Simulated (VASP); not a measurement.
Computed with PBE GGA with D3 dispersion (Becke-Johnson damping), VASP's PBE PAW potentials (set 64) (plane waves; VASP).

A VASP calculation is set up with these files.

KPOINTS:
```
Automatic mesh
0
Gamma
11 11 6
0 0 0
```

**POSCAR**
```
Dy
1
    1.7950000000    -3.1090310000     0.0000000000
    1.7950000000     3.1090310000     0.0000000000
    0.0000000000     0.0000000000     5.6500000000
Dy
2
Direct
  0.3333330000   0.6666670000   0.2500000000
  0.6666670000   0.3333330000   0.7500000000
```

### INCAR
```
ALGO = Normal
EDIFF = 1E-6
EDIFFG = -0.01
ENCUT = 520
GGA = PE
IBRION = 2
ISIF = 3
ISMEAR = 1
IVDW = 12
LASPH = .True.
LCHARG = .False.
LMAXMIX = 6
LREAL = .False.
LWAVE = .False.
NELM = 100
NSW = 60
PREC = Accurate
SIGMA = 0.1
SYSTEM = Dy
```

POTCAR, in this order: Dy_3 (PBE.64 set). Program: vasp_std.

Output of the run:

**OSZICAR**
```
       N       E                     dE             d eps       ncg     rms          rms(c)
DAV:   1     0.514958501246E+02    0.51496E+02   -0.88047E+03  1664   0.124E+03
DAV:   2    -0.563342569917E+01   -0.57129E+02   -0.55988E+02  1689   0.315E+02
DAV:   3    -0.893374362891E+01   -0.33003E+01   -0.30606E+01  2327   0.409E+01
DAV:   4    -0.905813601313E+01   -0.12439E+00   -0.12302E+00  2196   0.877E+00
DAV:   5    -0.906178050756E+01   -0.36445E-02   -0.36413E-02  2383   0.107E+00    0.241E+01
DAV:   6    -0.906302803492E+01   -0.12475E-02   -0.23616E-02  2526   0.143E+00    0.144E+01
DAV:   7    -0.907150649411E+01   -0.84785E-02   -0.43120E-02  2496   0.197E+00    0.239E-01
DAV:   8    -0.907119157345E+01    0.31492E-03   -0.24515E-03  2124   0.412E-01    0.630E-02
DAV:   9    -0.907120472671E+01   -0.13153E-04   -0.21920E-04  2071   0.136E-01    0.315E-02
DAV:  10    -0.907119809196E+01    0.66347E-05   -0.34639E-05  2171   0.477E-02    0.381E-02
DAV:  11    -0.907119893418E+01   -0.84222E-06   -0.36056E-06  1944   0.162E-02
   1 F= -.98594470E+01 E0= -.98599111E+01  d E =-.985945E+01
       N       E                     dE             d eps       ncg     rms          rms(c)
DAV:   1    -0.917939331409E+01   -0.10820E+00   -0.27626E+00  1664   0.137E+01    0.211E+00
DAV:   2    -0.908944622820E+01    0.89947E-01   -0.21952E-01  1904   0.499E+00    0.995E-01
DAV:   3    -0.904611396757E+01    0.43332E-01   -0.95902E-02  2448   0.270E+00    0.315E-01
DAV:   4    -0.904572227538E+01    0.39169E-03   -0.63763E-03  2073   0.706E-01    0.240E-01
DAV:   5    -0.904573390739E+01   -0.11632E-04   -0.74791E-04  1779   0.215E-01    0.256E-02
DAV:   6    -0.904572177768E+01    0.12130E-04   -0.56017E-05  2608   0.752E-02    0.173E-02
DAV:   7    -0.904571633862E+01    0.54391E-05   -0.35585E-06  1891   0.187E-02    0.615E-03
DAV:   8    -0.904571613129E+01    0.20734E-06   -0.79418E-07   962   0.881E-03
   2 F= -.98731596E+01 E0= -.98732136E+01  d E =-.137126E-01
       N       E                     dE             d eps       ncg     rms          rms(c)
DAV:   1    -0.905341521301E+01   -0.76989E-02   -0.45874E-02  1664   0.178E+00    0.276E-01
DAV:   2    -0.905193967732E+01    0.14755E-02   -0.36455E-03  1829   0.644E-01    0.128E-01
DAV:   3    -0.905122648258E+01    0.71319E-03   -0.15150E-03  2466   0.334E-01    0.376E-02
DAV:   4    -0.905121179903E+01    0.14684E-04   -0.11695E-04  2066   0.964E-02    0.276E-02
DAV:   5    -0.905120751276E+01    0.42863E-05   -0.11876E-05  1789   0.284E-02    0.322E-03
DAV:   6    -0.905120738729E+01    0.12546E-06   -0.67134E-07   907   0.908E-03
   3 F= -.98734847E+01 E0= -.98735845E+01  d E =-.140378E-01
       N       E                     dE             d eps       ncg     rms          rms(c)
DAV:   1    -0.905194569091E+01   -0.73818E-03   -0.83569E-04  1664   0.240E-01    0.381E-02
DAV:   2    -0.905191804366E+01    0.27647E-04   -0.67414E-05  1854   0.874E-02    0.177E-02
DAV:   3    -0.905190497603E+01    0.13068E-04   -0.28381E-05  2466   0.458E-02    0.511E-03
DAV:   4    -0.905190446725E+01    0.50878E-06   -0.20546E-06  1248   0.133E-02
   4 F= -.98734811E+01 E0= -.98735875E+01  d E =-.140341E-01
       N       E                     dE             d eps       ncg     rms          rms(c)
DAV:   1    -0.905309799296E+01   -0.11930E-02   -0.19121E-02  1664   0.106E+00    0.891E-02
DAV:   2    -0.905284844004E+01    0.24955E-03   -0.44524E-04  2154   0.230E-01    0.650E-02
DAV:   3    -0.905272962860E+01    0.11881E-03   -0.13974E-04  2296   0.102E-01    0.340E-02
DAV:   4    -0.905272768047E+01    0.19481E-05   -0.26555E-05  2447   0.411E-02    0.168E-02
DAV:   5    -0.905272736057E+01    0.31990E-06   -0.86130E-07   877   0.879E-03
   5 F= -.98736862E+01 E0= -.98738481E+01  d E =-.205141E-03
       N       E                     dE             d eps       ncg     rms          rms(c)
DAV:   1    -0.905664096562E+01   -0.39133E-02   -0.11680E-01  1664   0.262E+00    0.220E-01
DAV:   2    -0.905513540492E+01    0.15056E-02   -0.26947E-03  2169   0.567E-01    0.158E-01
DAV:   3    -0.905441183066E+01    0.72357E-03   -0.84980E-04  2276   0.252E-01    0.796E-02
DAV:   4    -0.905440058591E+01    0.11245E-04   -0.16666E-04  2460   0.103E-01    0.396E-02
DAV:   5    -0.905440025872E+01    0.32719E-06   -0.66319E-06  1914   0.215E-02
   6 F= -.98738568E+01 E0= -.98742452E+01  d E =-.375671E-03
```

### OUTCAR
```
------------------------ aborting loop because EDIFF is reached ----------------------------------------
 Edisp (eV)   -0.81946
  FORCE on cell =-STRESS in cart. coord.  units (eV):
  Direction    XX          YY          ZZ          XY          YZ          ZX
  --------------------------------------------------------------------------------------
  Total      -0.00665    -0.00665     0.00150     0.00000     0.00000    -0.00000
  in kB      -0.17537    -0.17537     0.03945     0.00000     0.00000    -0.00000
  external pressure =       -0.10 kB  Pullay stress =        0.00 kB
  volume of cell :       60.76
      direct lattice vectors                 reciprocal lattice vectors
     1.783454269 -3.089033211  0.000000000     0.280354820 -0.161862941 -0.000000000
     1.783454269  3.089033211 -0.000000000     0.280354820  0.161862941  0.000000000
     0.000000000 -0.000000000  5.514601343    -0.000000000  0.000000000  0.181336771
 POSITION                                       TOTAL-FORCE (eV/Angst)
 -----------------------------------------------------------------------------------
      1.78345      1.02968      1.37865         0.000000      0.000000     -0.000000
      1.78345     -1.02968      4.13595        -0.000000     -0.000000      0.000000
 -----------------------------------------------------------------------------------
    total drift:                                0.000000      0.000098     -0.000010
  FREE ENERGIE OF THE ION-ELECTRON SYSTEM (eV)
  ---------------------------------------------------
  free  energy   TOTEN  =        -9.8738567741 eV

  energy  without entropy=       -9.8750220016  energy(sigma->0) =       -9.87424518

 reached required accuracy - stopping structural energy minimisation
```
(Selected blocks of OUTCAR.)

File CONTCAR:
```
Dy
   1.00000000000000
     1.7834542686522887   -3.0890332105956695    0.0000000000000000
     1.7834542686522887    3.0890332105956695   -0.0000000000000000
     0.0000000000000000   -0.0000000000000000    5.5146013432336707
  Dy
     2
Direct
     0.3333330000000032    0.6666669999999968    0.2500000000000000
     0.6666669999999968    0.3333330000000032    0.7500000000000000
```

The 4f electrons are frozen in the core of the lanthanide potential, so 4f levels, which can set the real gap, and their magnetism are missing. Energy and stress use the plane-wave basis of the starting cell.

The compound is Dy in the hcp structure. This run relaxes it. Symmetry was kept, so distortions that lower it aren't found.
